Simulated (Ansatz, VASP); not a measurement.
## RbGeH3 in two plane-wave programs

One calculation is typed for both programs; each brings its own data sets. How far apart do they land? The cell is generated by rule, not measured, and may not be a known phase. The cell is taken from a series of runs on this material, whose earlier steps may have relaxed, scaled, displaced or heated it; both programs get it as it stands.

Calculated with Ansatz 0.2.0; plane waves, with VASP 6.6.1 beside it; relaxation of cell and atoms at PBEsol.

## (1) The structure

It takes space group Pm-3m (No. 221, cubic). Conventional cell: a = 4.062 Å, b = 4.062 Å, c = 4.062 Å, α = 90.00°, β = 90.00°, γ = 90.00°. Rb has 12 H at 2.87 Å nearest. Ge has 6 H at 2.03 Å nearest. Nearest to H lie 2 Ge at 2.03 Å and 4 Rb at 2.87 Å and 8 H at 2.87 Å. Farther neighbours are not listed.

## (2) Ansatz: relaxation of cell and atoms, PBEsol, pair 1

Ansatz runs on its PAW soft_1 files.

The relaxed volume is the usual yardstick between codes: in a stiff, nearly cubic crystal its relative difference is about their pressure difference at one cell divided by the bulk modulus.

The input, input.yaml:

```yaml
crystal:
  lattice:
    - [4.061931982, 0.0, 0.0]
    - [0.0, 4.061931982, 0.0]
    - [0.0, 0.0, 4.061931982]
  atoms:
    - { symbol: Rb, position: [0.0, 0.0, 0.0] }
    - { symbol: Ge, position: [0.5, 0.5, 0.5] }
    - { symbol: H, position: [0.5, 0.5, 0.0] }
    - { symbol: H, position: [0.5, 0.0, 0.5] }
    - { symbol: H, position: [0.0, 0.5, 0.5] }
kpoints:
  mp_grid: { grid: [10, 10, 10] }
hamiltonian:
  xc: pbesol
  pseudopotentials: { kind: paw, azcp: { folder: soft_1 }, xc_functional: pbe }
scf:
  occupations: { method: gaussian, width: 0.1 }
output:
  forces: true
  stress: true
  eigenvalues: true
  write_density: true
  write_potential: true
  elf: true
  volumetric_format: npy
relax:
  adjacent_minimum: "off"
  f_tol: 0.005
  max_steps: 80
  cell: { stress_tol: 0.05 }
```

The run is started by

```
$ ansatz run input.yaml --threads 4 --pin off --max-ram 16384MiB --backend cpu --events-out ev --progress --plain --runs-dir out
```

Numbers of over 12 decimals in the logs are rounded to 6 here.

The log of the run:

```text
Engine: ansatz 0.2.0, aarch64-unknown-linux-gnu
Pseudopotentials: kind: paw
Pseudopotential: Rb, paw, valence charge 9, recommended cutoff 420 eV (normal), soft_1/Rb.paw.azcp
Pseudopotential: Ge, paw, valence charge 14, recommended cutoff 420 eV (normal), soft_1/Ge.paw.azcp
Pseudopotential: H, paw, valence charge 1, recommended cutoff 420 eV (normal), soft_1/H.paw.azcp
Functional definition: PBEsol
  exchange = pbesol_x
  correlation = pbesol_c
Crystal: 5 atoms, lattice volume = 67.019 Å³
Basis set: ecut = 420 eV, 1357 PW (Γ), exchange–correlation on 60×60×60 points (8 copies of the dense FFT grid, shifted against one another)
Bands: 18, of which v1, the nominal top of the filled ones, is band 13 counted from 1 (12 counted from 0)
Symmetry: 48 space group operations
Space group: Pm-3m (ITA 221), of the structure as read, at distance tolerance 4.1e-5 Å
k-points: 56 of 1000
Non-local potential: Rb, projectors of the file, l = 0: 3, l = 1: 2, l = 2: 2
Non-local potential: Ge, projectors of the file, l = 0: 2, l = 1: 2, l = 2: 3, l = 3: 1
Non-local potential: H, projectors of the file, l = 0: 2, l = 1: 1
PAW form: soft (Blöchl's): semilocal exchange-correlation on the pseudo side does not see the compensation charge
PAW frozen core: Rb, regenerated for the run's functional, and the local potential with it (the file was generated under x = pbe(κ = 0.804, μ = 0.219515), c = pbe(β = 0.066725))
PAW frozen core: Ge, regenerated for the run's functional, and the local potential with it (the file was generated under x = pbe(κ = 0.804, μ = 0.219515), c = pbe(β = 0.066725))
PAW one-centre angular grid: Rb, 110 points (default); XC on 64 Gauss nodes
PAW one-centre angular grid: Ge, 590 points (default); XC on 64 Gauss nodes
PAW one-centre angular grid: H, 110 points (default); XC on 64 Gauss nodes
Initial density: superposition of atomic densities (chi_scale 0.1, normalization cell, long waves kept (reshape's long-wave potential 0.00 eV rms))
Initial wavefunctions: pseudopotential atomic-orbital guess
Functional: x = pbesol(κ = 0.804, μ = 0.123457), c = pbesol(β = 0.046)
SCF iter   1: F=—  HF=-7517.996893 eV  |F-HF|=—  |Δ(HF+E_count)|=         —  Δρ=5.42e-2  dr2=2.23e0  ethr=3.10e-3  ⟨swp⟩=5.1  Hψ=5169  notcnv=0
preconditioner: auto → Kerker (q_TF=auto, 2.330 Å⁻¹)  [metal: Δε(μ)=0.023 eV  Ē_g=17.165 eV  σ=0.100 eV  W_gap=0.13  n_scr=18 (ndim 8)  ℏωp=22.2 eV  f_vac=0.000  D(μ)=0.78/eV (n_scr^D=0)]
SCF iter   2: F=—  HF=-7517.328954 eV  |F-HF|=—  |Δ(HF+E_count)|=   6.68e-1  Δρ=2.61e-2  dr2=5.96e-1  ethr=3.10e-3  ⟨swp⟩=2.0  Hψ=2368  notcnv=0  defer=40
SCF iter   3: F=—  HF=-7517.117774 eV  |F-HF|=—  |Δ(HF+E_count)|=   2.11e-1  Δρ=7.58e-3  dr2=4.41e-2  ethr=2.29e-3  ⟨swp⟩=2.1  Hψ=1883  notcnv=0  defer=40
SCF iter   4: F=—  HF=-7517.095546 eV  |F-HF|=—  |Δ(HF+E_count)|=   2.22e-2  Δρ=3.36e-3  dr2=3.75e-3  ethr=1.70e-4  ⟨swp⟩=2.0  Hψ=2043  notcnv=0  defer=40
SCF iter   5: F=—  HF=-7517.098605 eV  |F-HF|=—  |Δ(HF+E_count)|=   3.06e-3  Δρ=5.65e-4  dr2=1.90e-4  ethr=1.44e-5  ⟨swp⟩=2.1  Hψ=1615  notcnv=0  defer=40
SCF iter   6: F=—  HF=-7517.098653 eV  |F-HF|=—  |Δ(HF+E_count)|=   4.83e-5  Δρ=1.31e-4  dr2=1.29e-5  ethr=7.32e-7  ⟨swp⟩=2.2  Hψ=1344  notcnv=0  defer=40
SCF iter   7: F=—  HF=-7517.098651 eV  |F-HF|=—  |Δ(HF+E_count)|=   2.25e-6  Δρ=4.54e-5  dr2=1.46e-6  ethr=4.95e-8  ⟨swp⟩=3.0  Hψ=1731  notcnv=0  defer=40
SCF iter   8: F=-7517.098652 eV  HF=-7517.098652 eV  |F-HF|=5.71e-10  |Δ(HF+E_count)|=   9.90e-7  Δρ=5.38e-6  dr2=1.78e-8  ethr=3.85e-10  ⟨swp⟩=11.5  Hψ=8530  notcnv=0
SCF 1 converged in 8 iterations: F = -7517.098652 eV  dr2 = 1.78e-8
  greatest PAW one-centre occupation: 0.998 electrons in one spin orbital (limit 2), on the Ge atom at site 1 (counted from 0), in its partial waves of l = 2
relax step   1: F+E_penalty+E_count = -7517.09865209 eV  Δ(F+E_penalty+E_count) = +0.000e0 eV  max|allowed force component| = 4.202e-29 eV/Å  Δτ_max = 0.0000 Å  P = -0.168 GPa  Ω = 67.019 Å³  (8 SCF iters, dr2 threshold 1.00e-7 eV, accepted)
[...]
relax step   2: F+E_penalty+E_count = -7517.09895730 eV  Δ(F+E_penalty+E_count) = -3.052e-4 eV  max|allowed force component| = 2.201e-29 eV/Å  Δτ_max = 0.0000 Å  P = +0.031 GPa  Ω = 66.669 Å³  energy of the carried Pulay correction = +1.563e-4 eV  (5 SCF iters, dr2 threshold 7.02e-8 eV, accepted)
[...]
relax step   3: F+E_penalty+E_count = -7517.09881779 eV  Δ(F+E_penalty+E_count) = +1.395e-4 eV  max|allowed force component| = 9.230e-30 eV/Å  Δτ_max = 0.0000 Å  P = +0.030 GPa  Ω = 66.669 Å³  stress off target by 3.01e-2 GPa  SCF on the basis re-selected at this cell (its energy is not comparable with the rows above)  (5 SCF iters)
basis re-selected at this cell: Δ(F+E_penalty+E_count) = +1.395e-4 eV, ΔP = -0.001 GPa vs the last step (what re-selecting the basis moved, of the pressure what is left beyond the Pulay correction that the steps carried, after the strain that the cell walked since its last selection, with what the two solves' SCF thresholds leave and, on support functions, any second-order correction that the steps lacked; it is no m [...]
SCF converged after 5 iterations
Free energy (F): -7517.098818 eV
Harris-Foulkes:  -7517.098818 eV  (|F-HF|=2.00e-11)
Internal energy: -7517.093266 eV  (E = F + TS)
E sigma→0 (E₀):  -7517.096042 eV
Entropy (-TS):   -0.005552 eV (-1.110 meV/atom)
Fermi energy:    7.032430 eV
--- Per-component energies (eV) ---
  E_band       = -231.393174
  E_kinetic    = 312.005254
  E_local      = -2860.403894  (includes V_loc(G=0)·N_el)
  E_nonlocal   = 407.000835
  E_hartree    = 1233.293177
  E_xc         = -220.751123
  E_vxc        = -228.695098  (∫ρ·V_xc dr)
  E_paw        = -4543.459799  (= ΣΔE_a)
  E_vpaw       = -327.883963  (= ΣTr[D̂ρ^β])
  E_aug_tail   = -0.002428  (compensation charges beyond the density's cutoff)
  E_ewald      = -1845.816897
  E_core_change = 1.041609  (= ΣΔE_core)
  E_smearing   = -0.005552  (= −TS)
  E_closure    = -0.000000  (closes the sum)
  Σ components = -7517.098818   (vs F -7517.098818, Δ=0.00e0)
--- Forces (eV/Å), atoms counted from 1 ---
  atom   1  Rb    -0.00000000     0.00000000     0.00000000
  atom   2  Ge    -0.00000000    -0.00000000    -0.00000000
  atom   3  H     -0.00000000     0.00000000     0.00000000
  atom   4  H     -0.00000000     0.00000000    -0.00000000
  atom   5  H     -0.00000000     0.00000000    -0.00000000
  max |Σ_I F_I| component: 1.70e-29 eV/Å
--- Stress (GPa, compression-positive) ---
        0.030055       0.000000       0.000000
       -0.000000       0.030055      -0.000000
        0.000000      -0.000000       0.030055
  P = ⅓ Tr σ = 0.0301 GPa (0.301 kbar)
--- Band table (eV; the first three rows and the last of 56) ---
  k-point 0: bands = [... 9 lower, -3.7483, 4.1995, 4.1995, 7.2498, 7.2498, 7.2498, 9.0058, 12.8778, ... 1 higher]
  k-point 1: bands = [... 9 lower, -3.5267, 3.8291, 4.2396, 7.1860, 7.2266, 7.2266, 9.6980, 12.5150, ... 1 higher]
  k-point 2: bands = [... 9 lower, -3.0964, 2.9653, 4.3506, 7.1628, 7.1628, 7.3654, 11.0881, 11.7552, ... 1 higher]
  k-point 55: bands = [... 9 lower, -0.7045, 1.3005, 1.3005, 1.3005, 11.4396, 11.4396, 11.4396, 15.4506, ... 1 higher]
--- Relaxed structure (2 steps of the walk, 2 accepted, 1 SCFs on fresh bases) ---
  F+E_penalty+E_count = -7517.09881779 eV   max|allowed force component| = 9.230e-30 eV/Å   (the final SCF, on the basis selected at the relaxed cell)
  cell:  # Å, volume = 66.6690 Å³
    - [4.054849, 0, 0]
    - [0, 4.054849, 0]
    - [0, 0, 4.054849]
  atoms:
    - { symbol: Rb, position: [0, 0, 0] }
    - { symbol: Ge, position: [0.500000, 0.500000, 0.500000] }
    - { symbol: H, position: [0.500000, 0.500000, 0] }
    - { symbol: H, position: [0.500000, 0, 0.500000] }
    - { symbol: H, position: [0, 0.500000, 0.500000] }
```

The column dr2 measures how far the density is from self-consistency, as an energy; F and HF (Harris–Foulkes) agree once it is small.

## (3) VASP: relaxation of cell and atoms, PBEsol, pair 1

The same cell, functional, mesh and smearing now go to VASP, with its own data sets.

Lines of VASP's logs that name or quote its potential files are left out, and so is its time.

The input, INCAR:

```
SYSTEM = RbGeH3
PREC = Accurate
ENCUT = 500
EDIFF = 1E-07
NELM = 120
ISMEAR = 0
SIGMA = 0.1
LREAL = .FALSE.
ALGO = Normal
GGA = PS
NBANDS = 19
LORBIT = 11
LWAVE = .FALSE.
LCHARG = .FALSE.
ISIF = 3
IBRION = 2
NSW = 80
EDIFFG = -0.005
LASPH = .TRUE.
GGA_COMPAT = .FALSE.
NELMIN = 4
KPAR = 2
```

The input, POSCAR:

```
RbGeH3
1.0
    4.0619320000      0.0000000000      0.0000000000
    0.0000000000      4.0619320000      0.0000000000
    0.0000000000      0.0000000000      4.0619320000
Rb Ge H
1 1 3
Direct
    0.0000000000      0.0000000000      0.0000000000
    0.5000000000      0.5000000000      0.5000000000
    0.5000000000      0.5000000000      0.0000000000
    0.5000000000      0.0000000000      0.5000000000
    0.0000000000      0.5000000000      0.5000000000
```

The input, KPOINTS:

```
Automatic mesh
0
Gamma
10 10 10
0 0 0
```

Potentials, in the order of the species: Rb_sv, Ge_d and H (PBE family, release 64).

The run is started by

```
$ mpirun -np 2 vasp_std
```

The log of the run:

```text
[banner, memory and clock lines left out]
running    2 mpi-ranks, on    1 nodes
 distrk:  each k-point on    1 cores,    2 groups
 distr:  one band on    1 cores,    1 groups

 POSCAR found type information on POSCAR RbGeH
 POSCAR found :  3 types and       5 ions
|                                                                             |
|               ----> ADVICE to this user running VASP <----                  |
|                                                                             |
|     You enforced a specific xc type in the INCAR file but a different       |
|     [... a line on the potential file left out ...]
|     I HOPE YOU KNOW WHAT YOU ARE DOING!                                     |
|                                                                             |

 LDA part: xc-table for (Slater+PW92), standard interpolation
 POSCAR, INCAR and KPOINTS ok, starting setup
 FFT: planning ... GRIDC
 FFT: planning ... GRID_SOFT
 FFT: planning ... GRID
 WAVECAR not read
 entering main loop
       N       E                     dE             d eps       ncg     rms          rms(c)
DAV:   1     0.184917515489E+03    0.18492E+03   -0.12873E+04  2452   0.241E+03
DAV:   2     0.626384281383E+01   -0.17865E+03   -0.17139E+03  2353   0.564E+02
DAV:   3    -0.152760129866E+02   -0.21540E+02   -0.21349E+02  2517   0.121E+02
DAV:   4    -0.160791648617E+02   -0.80315E+00   -0.80196E+00  2740   0.233E+01
DAV:   5    -0.161131519797E+02   -0.33987E-01   -0.33981E-01  3042   0.456E+00    0.521E+00
DAV:   6    -0.156218279515E+02    0.49132E+00   -0.45547E-01  2899   0.528E+00    0.316E+00
DAV:   7    -0.154774302173E+02    0.14440E+00   -0.49425E-01  2658   0.375E+00    0.118E+00
DAV:   8    -0.154789613832E+02   -0.15312E-02   -0.66217E-02  2745   0.226E+00    0.148E-01
DAV:   9    -0.154781139266E+02    0.84746E-03   -0.56345E-03  2866   0.896E-01    0.726E-02
DAV:  10    -0.154781285303E+02   -0.14604E-04   -0.56462E-04  2857   0.201E-01    0.179E-02
DAV:  11    -0.154781219859E+02    0.65444E-05   -0.55276E-05  2995   0.780E-02    0.111E-02
DAV:  12    -0.154781198206E+02    0.21652E-05   -0.28569E-05  2760   0.368E-02    0.692E-03
DAV:  13    -0.154781196807E+02    0.13994E-06   -0.45699E-06  2513   0.141E-02    0.698E-04
DAV:  14    -0.154781197449E+02   -0.64214E-07   -0.26201E-07  2581   0.295E-03
   1 F= -.15478120E+02 E0= -.15475402E+02  d E =-.154781E+02
 curvature:   0.00 expect dE= 0.000E+00 dE for cont linesearch  0.000E+00
 trial: gam= 0.00000 g(F)=  0.000E+00 g(S)=  0.208E-03 ort = 0.000E+00 (trialstep = 0.100E+01)
 search vector abs. value=  0.208E-03
 bond charge predicted
       N       E                     dE             d eps       ncg     rms          rms(c)
DAV:   1    -0.154794932445E+02   -0.13736E-02   -0.19816E-02  2388   0.197E+00    0.193E-01
DAV:   2    -0.154785779909E+02    0.91525E-03   -0.16119E-03  2853   0.564E-01    0.100E-01
DAV:   3    -0.154782851506E+02    0.29284E-03   -0.71474E-04  3153   0.313E-01    0.219E-02
DAV:   4    -0.154782788681E+02    0.62825E-05   -0.46885E-05  2877   0.736E-02    0.138E-02
DAV:   5    -0.154782765243E+02    0.23438E-05   -0.51232E-06  2669   0.244E-02    0.388E-03
DAV:   6    -0.154782767602E+02   -0.23589E-06   -0.59748E-07  2547   0.837E-03    0.204E-03
DAV:   7    -0.154782768536E+02   -0.93361E-07   -0.37546E-08  1360   0.283E-03
   2 F= -.15478277E+02 E0= -.15475533E+02  d E =-.157109E-03
 trial-energy change:   -0.000157  1 .order   -0.000163   -0.000208   -0.000118
 step:   2.3008(harm=  2.3008)  dis= 0.00000  next Energy=   -15.478359 (dE=-0.239E-03)
 bond charge predicted
       N       E                     dE             d eps       ncg     rms          rms(c)
DAV:   1    -0.154803936009E+02   -0.21168E-02   -0.33557E-02  2385   0.256E+00    0.252E-01
DAV:   2    -0.154788452653E+02    0.15483E-02   -0.27308E-03  2841   0.736E-01    0.130E-01
DAV:   3    -0.154783501435E+02    0.49512E-03   -0.12075E-03  3150   0.407E-01    0.286E-02
DAV:   4    -0.154783389194E+02    0.11224E-04   -0.79122E-05  2860   0.956E-02    0.180E-02
DAV:   5    -0.154783342801E+02    0.46394E-05   -0.86903E-06  2652   0.318E-02    0.505E-03
DAV:   6    -0.154783345740E+02   -0.29392E-06   -0.10156E-06  2585   0.109E-02    0.267E-03
DAV:   7    -0.154783346978E+02   -0.12378E-06   -0.64562E-08  1406   0.373E-03    0.520E-04
DAV:   8    -0.154783347184E+02   -0.20637E-07   -0.11161E-08  1229   0.970E-04
   3 F= -.15478335E+02 E0= -.15475556E+02  d E =-.214974E-03
 curvature:  -1.15 expect dE=-0.817E-06 dE for cont linesearch -0.817E-06
 trial: gam= 0.00000 g(F)=  0.859E-64 g(S)=  0.710E-06 ort =-0.122E-04 (trialstep = 0.126E+01)
 search vector abs. value=  0.710E-06
 reached required accuracy - stopping structural energy minimisation
```

Parts of OUTCAR (step 3):

```text
ion  position               nearest neighbor table
   1  0.000  0.000  0.000-   3 2.87   4 2.87   5 2.87   4 2.87   5 2.87   3 2.87   5 2.87   5 2.87
                             3 2.87   4 2.87   4 2.87   3 2.87   2 3.52   2 3.52   2 3.52   2 3.52
   2  0.500  0.500  0.500-   1 3.52   1 3.52   1 3.52   1 3.52   1 3.52   1 3.52   1 3.52   1 3.52

  LATTYP: Found a simple cubic cell.
 ALAT       =     4.0619320000

 Subroutine GETGRP returns: Found 48 space group operations
 (whereof 48 operations were pure point group operations)

The static configuration has the point symmetry O_h .

 Found     56 irreducible k-points:

   k-points           NKPTS =     56   k-points in BZ     NKDIM =     56   number of bands    NBANDS=     19

   dimension x,y,z NGX =    30 NGY =   30 NGZ =   30
   dimension x,y,z NGXF=    60 NGYF=   60 NGZF=   60

   ENCUT  =  500.0 eV  36.75 Ry    6.06 a.u.   7.41  7.41  7.41*2*pi/ulx,y,z

   NELECT =      26.0000    total number of electrons

 k-points in reciprocal lattice and weights: Automatic mesh
   0.00000000  0.00000000  0.00000000       0.001
   0.10000000  0.00000000  0.00000000       0.006
   0.20000000  0.00000000  0.00000000       0.006
   0.30000000  0.00000000  0.00000000       0.006
   0.40000000  0.00000000  0.00000000       0.006
   0.50000000  0.00000000  0.00000000       0.003
   0.10000000  0.10000000  0.00000000       0.012
   0.20000000  0.10000000  0.00000000       0.024
   0.30000000  0.10000000  0.00000000       0.024
[...]
0.50000000  0.50000000  0.40000000       0.006
   0.50000000  0.50000000  0.50000000       0.001

 average (electrostatic) potential at core
       1 -36.4976       2 -76.1037       3 -33.0943       4 -33.0943       5 -33.0943

 E-fermi :   3.0665

 k-point     1 :       0.0000    0.0000    0.0000
  band No.  band energies     occupation
    ...
      8      -8.4810      2.00000
      9      -8.4810      2.00000
     10      -7.7195      2.00000
     11       0.2323      2.00000
     12       0.2323      2.00000
     13       3.2870      0.00182
     14       3.2870      0.00182
     15       3.2870      0.00182
     16       5.0452      0.00000
     17       8.9105      0.00000
    ...

 k-point     2 :       0.1000    0.0000    0.0000
  band No.  band energies     occupation
    ...
      8      -8.4744      2.00000
      9      -8.4744      2.00000
     10      -7.4977      2.00000
     11      -0.1381      2.00000
     12       0.2733      2.00000
     13       3.2235      0.02642
     14       3.2633      0.00538
     15       3.2633      0.00538
     16       5.7378      0.00000
     17       8.5499      0.00000
    ...

 k-point     3 :       0.2000    0.0000    0.0000
  band No.  band energies     occupation
    ...
      8      -8.4573      2.00000
      9      -8.4573      2.00000
     10      -7.0670      2.00000
     11      -1.0025      2.00000
     12       0.3858      2.00000
     13       3.1983      0.06228
     14       3.1983      0.06228
     15       3.4034      0.00000
     16       7.1295      0.00000
     17       7.7909      0.00000
    ...

  Total        0.0049519      0.0049519      0.0049519     -0.0000000     -0.0000000     -0.0000000
  in kB        0.1190515      0.1190515      0.1190515     -0.0000000     -0.0000000     -0.0000000
  external PRESSURE =       0.1190515 kB  Pullay stress =       0.0000000 kB

  energy-cutoff  :      500.00
  volume of cell :       66.64
      direct lattice vectors                 reciprocal lattice vectors
     4.054286275  0.000000000  0.000000000     0.246652538  0.000000000 -0.000000000
    -0.000000000  4.054286275  0.000000000    -0.000000000  0.246652538  0.000000000
     0.000000000 -0.000000000  4.054286275    -0.000000000 -0.000000000  0.246652538

 POSITION                                       TOTAL-FORCE (eV/Angst)
 -----------------------------------------------------------------------------------
      0.00000      0.00000      0.00000         0.000000      0.000000      0.000000
      2.02714      2.02714      2.02714        -0.000000     -0.000000      0.000000
      2.02714      2.02714      0.00000         0.000000      0.000000      0.000000
      2.02714     -0.00000      2.02714         0.000000      0.000000      0.000000
      0.00000      2.02714      2.02714         0.000000      0.000000      0.000000
 -----------------------------------------------------------------------------------
    total drift:                                0.000000      0.000000      0.000000

  FREE ENERGIE OF THE ION-ELECTRON SYSTEM (eV)
  ---------------------------------------------------
  free  energy   TOTEN  =       -15.4783347184 eV

  energy  without entropy=      -15.4727766385  energy(sigma->0) =      -15.47555568

 reached required accuracy - stopping structural energy minimisation

 total charge
# of ion       s       p       d       tot
------------------------------------------
    1        1.945   5.341   0.044   7.330
    2        1.243   0.959  10.032  12.233
    3        0.478   0.009   0.000   0.487
    4        0.478   0.009   0.000   0.487
    5        0.478   0.009   0.000   0.487
--------------------------------------------------
tot          4.623   6.325  10.076  21.025

[... 3 further parts left out ...]
```

CONTCAR:

```
RbGeH3
   1.00000000000000
     4.0542862752221209    0.0000000000000000    0.0000000000000000
    -0.0000000000000000    4.0542862752221209    0.0000000000000000
     0.0000000000000000   -0.0000000000000000    4.0542862752221209
  Rb              Ge              H
     1     1     3
Direct
     0.0000000000000000    0.0000000000000000    0.0000000000000000
     0.5000000000000000    0.5000000000000000    0.5000000000000000
     0.5000000000000000    0.5000000000000000    0.0000000000000000
     0.5000000000000000    0.0000000000000000    0.5000000000000000
     0.0000000000000000    0.5000000000000000    0.5000000000000000
```

(Part 1 of 2 ends here.)

[Lines on the potential files, build, host, timing and source positions are cut from VASP's logs without a mark.]

[Logs are printed without paths, hosts, clocks, repeated set-up lines and the standing remarks that a program may print on its own settings, such as how far it seeks lower states.]

[Hosts, paths, dates, database ids (printed as entryN), source tags and the programs' standing remarks are cut or masked in the printed files.]
